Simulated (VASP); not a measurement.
Calculation: PBE GGA with D3 dispersion (Becke-Johnson damping), VASP's PBE PAW potentials (set 64) (plane waves; VASP 6.6.1).

VASP input:

### KPOINTS
```
K-points
0
Gamma
 13 13 10
```

**POSCAR**
```
FePt
1.0
  2.7269636527   0.0000000000   0.0000000000
  0.0000000000   2.7269636527   0.0000000000
  0.0000000000   0.0000000000   3.7603516192
Fe Pt
1 1
Cartesian
  0.0000000000   0.0000000000   0.0000000000
  1.3634818263   1.3634818263   1.8801758096
```

**INCAR**
```
# general
SYSTEM   =  FePt
PREC     =  Accurate
ENCUT    =  520
LREAL    =  .FALSE.
LASPH    =  .TRUE.

# electronic loop
EDIFF    =  1E-7
NELM     =  100
ALGO     =  Normal
LMAXMIX  =  6

# smearing
ISMEAR   =  1
SIGMA    =  0.1

# functional
GGA      =  PE
IVDW     =  12

# spin
ISPIN    =  2
MAGMOM   =  2.9 0.3

# ions
IBRION   =  2
NSW      =  30
ISIF     =  4
EDIFFG   =  -0.01

# output
LWAVE    =  .FALSE.
LCHARG   =  .FALSE.
LORBIT   =  10
```

POTCAR, in this order: Fe Pt (PBE.64 set). Program: vasp_std.

What VASP printed:

OUTCAR:
```
 ion  position               nearest neighbor table
   1  0.000  0.000  0.000-   2 2.69   2 2.69   2 2.69   2 2.69   2 2.69   2 2.69   2 2.69   2 2.69
  LATTYP: Found a simple tetragonal cell.
 ALAT       =     2.7269636527
 C/A-ratio  =     1.3789518667
 Subroutine PRICEL returns:
 Original cell was already a primitive cell.
 Subroutine GETGRP returns: Found 16 space group operations
The static configuration has the point symmetry D_4h.
The dynamic configuration has the point symmetry D_4h.
The overall configuration has the point symmetry D_4h.
 Subroutine INISYM returns: Found 16 space group operations
 Subroutine IBZKPT returns following result:
 Found    168 irreducible k-points:

 Following reciprocal coordinates:
            Coordinates               Weight
  0.000000  0.000000  0.000000      1.000000
  0.076923  0.000000  0.000000      4.000000
  0.153846  0.000000  0.000000      4.000000
  0.230769  0.000000  0.000000      4.000000
  0.307692  0.000000  0.000000      4.000000
  0.384615  0.000000  0.000000      4.000000
  0.461538  0.000000  0.000000      4.000000
  0.076923  0.076923  0.000000      4.000000
...
```

### OSZICAR
```
       N       E                     dE             d eps       ncg     rms          rms(c)
DAV:   1     0.926359890203E+02    0.92636E+02   -0.87525E+03 10432   0.132E+03
DAV:   2    -0.127973530658E+02   -0.10543E+03   -0.94613E+02 10444   0.254E+02
DAV:   3    -0.161704429840E+02   -0.33731E+01   -0.32654E+01 12586   0.549E+01
DAV:   4    -0.162045225231E+02   -0.34080E-01   -0.34067E-01 11686   0.475E+00
DAV:   5    -0.162054120438E+02   -0.88952E-03   -0.88950E-03 13272   0.873E-01    0.163E+01
DAV:   6    -0.174745492550E+02   -0.12691E+01   -0.14574E+01 10922   0.843E+01    0.246E+01
DAV:   7    -0.149225813479E+02    0.25520E+01   -0.98651E+00 12810   0.805E+01    0.868E+00
DAV:   8    -0.148978890724E+02    0.24692E-01   -0.45914E-01 11970   0.104E+01    0.417E+00
DAV:   9    -0.148181204821E+02    0.79769E-01   -0.12890E-01 14670   0.766E+00    0.167E+00
DAV:  10    -0.148090317149E+02    0.90888E-02   -0.33441E-02 15302   0.348E+00    0.631E-01
DAV:  11    -0.148083617469E+02    0.66997E-03   -0.16923E-03 13051   0.632E-01    0.265E-01
DAV:  12    -0.148082003730E+02    0.16137E-03   -0.25219E-04 14223   0.243E-01    0.619E-02
DAV:  13    -0.148082097637E+02   -0.93906E-05   -0.42842E-05 13078   0.122E-01    0.335E-02
DAV:  14    -0.148082089514E+02    0.81230E-06   -0.23923E-06 14019   0.309E-02    0.158E-02
DAV:  15    -0.148082091612E+02   -0.20983E-06   -0.26185E-06 13647   0.408E-02    0.403E-03
DAV:  16    -0.148082092669E+02   -0.10572E-06   -0.41517E-07  9438   0.984E-03    0.171E-03
DAV:  17    -0.148082093123E+02   -0.45442E-07   -0.38001E-08  5747   0.237E-03
   1 F= -.15865681E+02 E0= -.15865609E+02  d E =-.158657E+02  mag=     3.2738
       N       E                     dE             d eps       ncg     rms          rms(c)
DAV:   1    -0.148087389403E+02   -0.52967E-03   -0.23796E-02 11284   0.125E+00    0.137E-01
DAV:   2    -0.148086428176E+02    0.96123E-04   -0.13029E-03 13558   0.881E-01    0.190E-01
DAV:   3    -0.148084196318E+02    0.22319E-03   -0.71131E-04 12878   0.728E-01    0.704E-02
DAV:   4    -0.148083630047E+02    0.56627E-04   -0.93094E-05 13448   0.109E-01    0.275E-02
DAV:   5    -0.148083607886E+02    0.22162E-05   -0.85194E-06 14430   0.565E-02    0.890E-03
DAV:   6    -0.148083603663E+02    0.42230E-06   -0.54049E-07 11415   0.751E-03    0.432E-03
DAV:   7    -0.148083602959E+02    0.70356E-07   -0.11903E-07  7789   0.452E-03
   2 F= -.15865820E+02 E0= -.15865746E+02  d E =-.138294E-03  mag=     3.2694
       N       E                     dE             d eps       ncg     rms          rms(c)
DAV:   1    -0.148084916682E+02   -0.13130E-03   -0.66685E-03 11291   0.663E-01    0.733E-02
DAV:   2    -0.148084704529E+02    0.21215E-04   -0.38189E-04 13528   0.478E-01    0.106E-01
DAV:   3    -0.148084017564E+02    0.68697E-04   -0.20999E-04 12913   0.394E-01    0.366E-02
DAV:   4    -0.148083864202E+02    0.15336E-04   -0.25309E-05 13301   0.550E-02    0.151E-02
DAV:   5    -0.148083857219E+02    0.69829E-06   -0.23589E-06 14315   0.301E-02    0.500E-03
DAV:   6    -0.148083855915E+02    0.13038E-06   -0.14749E-07  7313   0.398E-03    0.230E-03
DAV:   7    -0.148083855657E+02    0.25882E-07   -0.37744E-08  5614   0.252E-03
   3 F= -.15865838E+02 E0= -.15865763E+02  d E =-.156301E-03  mag=     3.2670
```

File OUTCAR:
```
------------------------ aborting loop because EDIFF is reached ----------------------------------------
 Edisp (eV)   -1.05745
  FORCE on cell =-STRESS in cart. coord.  units (eV):
  Direction    XX          YY          ZZ          XY          YZ          ZX
  --------------------------------------------------------------------------------------
  Total      -1.10254    -1.10254    -1.10288     0.00000     0.00000     0.00000
  in kB     -63.17100   -63.17100   -63.19025     0.00000     0.00000     0.00000
  external pressure =      -63.18 kB  Pullay stress =        0.00 kB
  volume of cell :       27.96
      direct lattice vectors                 reciprocal lattice vectors
     2.723174700  0.000000000  0.000000000     0.367218453 -0.000000000  0.000000000
     0.000000000  2.723174700  0.000000000    -0.000000000  0.367218453  0.000000000
    -0.000000000 -0.000000000  3.770823006    -0.000000000 -0.000000000  0.265194096
 POSITION                                       TOTAL-FORCE (eV/Angst)
 -----------------------------------------------------------------------------------
      0.00000      0.00000      0.00000         0.000000      0.000000      0.000000
      1.36159      1.36159      1.88541        -0.000000     -0.000000      0.000000
 -----------------------------------------------------------------------------------
    total drift:                               -0.000000      0.000000      0.000000
  FREE ENERGIE OF THE ION-ELECTRON SYSTEM (eV)
  ---------------------------------------------------
  free  energy   TOTEN  =       -15.8658377837 eV

  energy  without entropy=      -15.8656140129  energy(sigma->0) =      -15.86576319

 total charge

# of ion       s       p       d       tot
------------------------------------------
    1        0.403   0.439   6.116   6.958
    2        0.710   0.648   8.051   9.408
--------------------------------------------------
tot          1.112   1.087  14.167  16.366

 magnetization (x)

# of ion       s       p       d       tot
------------------------------------------
    1        0.003  -0.007   2.925   2.921
    2       -0.025  -0.069   0.422   0.328
--------------------------------------------------
tot         -0.022  -0.077   3.348   3.249

 reached required accuracy - stopping structural energy minimisation
```
(Selected blocks of OUTCAR.)

File CONTCAR:
```
FePt
   1.00000000000000
     2.7231746996800137    0.0000000000000000    0.0000000000000000
     0.0000000000000000    2.7231746996800137    0.0000000000000000
    -0.0000000000000000   -0.0000000000000000    3.7708230058707417
  Fe              Pt
     1     1
Direct
     0.0000000000000000    0.0000000000000000    0.0000000000000000
     0.5000000000000000    0.5000000000000000    0.5000000000000000
```

The compound is FePt in the L1_0 structure. This cell is one point of a volume scan, at 1.03 of the reference volume. Symmetry was kept, so distortions that lower it aren't found.
